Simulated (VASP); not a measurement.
Output of a VASP run:

OSZICAR:
```
       N       E                     dE             d eps       ncg     rms          rms(c)
DAV:   1     0.810415158200E+02    0.81042E+02   -0.73803E+03  3083   0.136E+03
DAV:   2    -0.187924842390E+02   -0.99834E+02   -0.97107E+02  3101   0.337E+02
DAV:   3    -0.248738906437E+02   -0.60814E+01   -0.58686E+01  4817   0.817E+01
DAV:   4    -0.251166320836E+02   -0.24274E+00   -0.24079E+00  3858   0.143E+01
DAV:   5    -0.251292291899E+02   -0.12597E-01   -0.12589E-01  4536   0.287E+00    0.116E+01
DAV:   6    -0.208702203217E+02    0.42590E+01   -0.14902E+01  4431   0.562E+01    0.309E+00
DAV:   7    -0.202733811323E+02    0.59684E+00   -0.17073E+00  3536   0.160E+01    0.193E+00
DAV:   8    -0.203993586019E+02   -0.12598E+00   -0.60181E-01  3726   0.668E+00    0.127E+00
DAV:   9    -0.204206423038E+02   -0.21284E-01   -0.43749E-02  3748   0.279E+00    0.727E-01
DAV:  10    -0.204345093713E+02   -0.13867E-01   -0.13420E-01  3145   0.442E+00    0.200E-01
DAV:  11    -0.204623006147E+02   -0.27791E-01   -0.28082E-02  3122   0.195E+00    0.736E-02
DAV:  12    -0.204625087895E+02   -0.20817E-03   -0.82257E-04  3936   0.366E-01    0.473E-02
DAV:  13    -0.204623357859E+02    0.17300E-03   -0.18303E-04  3286   0.194E-01    0.213E-02
DAV:  14    -0.204624982154E+02   -0.16243E-03   -0.22439E-04  3149   0.187E-01    0.463E-03
DAV:  15    -0.204625188482E+02   -0.20633E-04   -0.26126E-05  3579   0.675E-02    0.377E-03
DAV:  16    -0.204625199970E+02   -0.11488E-05   -0.26096E-06  3401   0.180E-02    0.256E-03
DAV:  17    -0.204625218920E+02   -0.18951E-05   -0.22796E-06  3496   0.186E-02    0.141E-03
DAV:  18    -0.204625218608E+02    0.31258E-07   -0.36802E-07  3298   0.815E-03
   1 F= -.20462522E+02 E0= -.20462854E+02  d E =0.995268E-03
```

OUTCAR:
```
------------------------ aborting loop because EDIFF is reached ----------------------------------------
  FORCE on cell =-STRESS in cart. coord.  units (eV):
  Direction    XX          YY          ZZ          XY          YZ          ZX
  --------------------------------------------------------------------------------------
  Total        0.3615296      0.3615296      0.4974047      0.0000000      0.0000000      0.0000000
  in kB       18.0501595     18.0501595     24.8340217      0.0000000      0.0000000      0.0000000
  external PRESSURE =      20.3114469 kB  Pullay stress =       0.0000000 kB
  volume of cell :       32.09
      direct lattice vectors                 reciprocal lattice vectors
     2.814796763  0.000000000  0.000000000     0.355265436  0.000000000  0.000000000
     0.000000000  2.814796763  0.000000000     0.000000000  0.355265436  0.000000000
     0.000000000  0.000000000  4.050226728     0.000000000  0.000000000  0.246899758
 POSITION                                       TOTAL-FORCE (eV/Angst)
 -----------------------------------------------------------------------------------
      0.00000      0.00000      0.00000        -0.000000      0.000000      1.328152
      1.40740      1.40740      2.22511         0.000000     -0.000000     -1.328152
 -----------------------------------------------------------------------------------
    total drift:                               -0.000000     -0.000000      0.000557
  FREE ENERGIE OF THE ION-ELECTRON SYSTEM (eV)
  ---------------------------------------------------
  free  energy   TOTEN  =       -20.4625218608 eV

  energy  without entropy=      -20.4635171285  energy(sigma->0) =      -20.46285362
```
(Selected blocks of OUTCAR.)

File POSCAR:
```
TiAl
1
    2.8147967627     0.0000000000     0.0000000000
    0.0000000000     2.8147967627     0.0000000000
    0.0000000000     0.0000000000     4.0502267283
Ti Al
1 1
Direct
  0.0000000000   0.0000000000   0.0000000000
  0.5000000000   0.5000000000   0.5493799516
```

Question: Write an INCAR and KPOINTS that could have produced this output.

Answer: One answer among several that fit: the input of the run itself, r2SCAN meta-GGA, plane waves, VASP's PBE PAW potentials (set 64).

KPOINTS:
```
kpoints
0
gamma
  12 12 8
```

INCAR:
```
ALGO=Normal
EDIFF=1E-7
ENCUT=480
ISIF=2
ISMEAR=1
LASPH=.TRUE.
LCHARG=.FALSE.
LMAXMIX=4
LMIXTAU=.TRUE.
LREAL=.FALSE.
LWAVE=.FALSE.
METAGGA=R2SCAN
NELM=100
PREC=Accurate
SIGMA=0.1
SYSTEM=TiAl
```

POTCAR, in this order: Ti_sv Al (PBE.64 set). Program: vasp_std.

The compound is TiAl in the L1_0 structure. This cell was strained or had an atom moved on purpose. The electron count is odd and the run is not spin-polarised, which forces a metal.
